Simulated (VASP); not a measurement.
Set up this calculation in VASP 6.6.1, as the native input.

- Task: single point
- Functional: PBE
- Potentials or basis: VASP PAW PBE potentials, release 64 (Li_sv, Be)
- Cutoff: 520 eV
- k mesh: 8 × 8 × 8
- Occupations: fermi-dirac, width 0.05 eV
- Spin: no spin polarisation
- Further INCAR settings: ALGO = Normal; EDIFF = 1e-07; NBANDS = 10

The structure of LiBe lies in POSCAR:

```
LiBe
1.0
    0.0000000000      2.7647500000      2.7647500000
    2.7647500000      0.0000000000      2.7647500000
    2.7647500000      2.7647500000      0.0000000000
Li Be
1 1
Direct
    0.7500000000      0.7500000000      0.7500000000
    0.0000000000      0.0000000000      0.0000000000
```

The cell was built by a generator and needn't be a form met in nature.

The input as run:

INCAR

```
PREC = Accurate
ENCUT = 520
EDIFF = 1E-7
ISMEAR = -1
SIGMA = 0.05
LREAL = F
LASPH = T
NELM = 80
ALGO = Normal
ISIF = 2
LWAVE = F
LCHARG = T
GGA = PE
LELF = T
LVHAR = T
NBANDS = 10
```

KPOINTS

```
regular mesh
0
Gamma
  8 8 8
```

Potentials or basis: VASP PAW PBE potentials, release 64 (Li_sv, Be).

Run with:

```sh
$ cat potpaw_PBE.64/Li_sv/POTCAR potpaw_PBE.64/Be/POTCAR > POTCAR
$ mpirun -np 1 vasp_std > vasp.out
```

Results of the run:

```json
{"Band gap on the k mesh": "none (metal or under the smearing width)"}
```

Run time: 6.3 s on 1 thread of Intel(R) Xeon(R) 6975P-C (Granite Rapids), on a shared host, peak memory 0.16 GiB.
